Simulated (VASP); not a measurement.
Consider the following.

```xyz
8
Lattice="2.5846 -4.4742 0.0000 2.5846 4.4742 0.0000 -1.6380 0.0000 4.8021" Properties=species:S:1:pos:R:3 pbc="T T T"
Te     2.5846     2.9847     0.0000
Te     2.5846    -2.9847     0.0000
O     -0.0318     1.6947     3.7256
O      3.5629    -1.6947     1.0764
O      3.5629     1.6947     1.0764
O     -0.0318    -1.6947     3.7256
O      0.6191     0.0000     1.0835
O      2.9121     0.0000     3.7185
```

Method: PBEsol GGA, VASP's PBE PAW potentials (set 64) (plane waves; VASP). Settings: 400 eV cut-off, 4×4×4 Γ-centred mesh, Fermi-Dirac smearing of 0.050 eV, potentials Te O.

Unless said otherwise, spin-orbit coupling is left out, though it shifts the bands of the heavy elements here.

Question: Give the energies of bands 13 to 26 at the high-symmetry points, in eV from the valence-band maximum.

Answer: 
| band | Γ | Y | M | A | V2 |
|---|---|---|---|---|---|
| 13 | -4.72 | -3.71 | -3.90 | -4.71 | -3.78 |
| 14 | -1.76 | -2.90 | -2.91 | -1.64 | -2.92 |
| 15 | -1.58 | -2.41 | -2.22 | -1.63 | -2.30 |
| 16 | -1.48 | -2.11 | -1.67 | -1.58 | -2.03 |
| 17 | -1.26 | -1.40 | -1.67 | -1.24 | -1.42 |
| 18 | -0.99 | -0.98 | -1.24 | -1.24 | -0.87 |
| 19 | -0.94 | -0.72 | -0.78 | -1.01 | -0.77 |
| 20 | -0.46 | -0.60 | -0.63 | -1.00 | -0.65 |
| 21 | -0.46 | -0.32 | -0.53 | -0.51 | -0.59 |
| 22 | -0.45 | -0.27 | -0.52 | -0.44 | -0.38 |
| 23 | -0.33 | -0.07 | -0.37 | -0.34 | -0.36 |
| 24 | -0.26 | -0.07 | -0.26 | -0.29 | -0.07 |
| 25 | 2.31 | 4.00 | 4.12 | 3.09 | 4.03 |
| 26 | 5.04 | 4.59 | 4.65 | 5.07 | 4.72 |

The gap is indirect, 2.30 eV, from the valence maximum at (0.25, 0.25, 0.50) to the conduction minimum at Γ.

The structure comes from a computed database's TeO3 entry; how it stands against other phases isn't given here. The cell was not relaxed at this level.
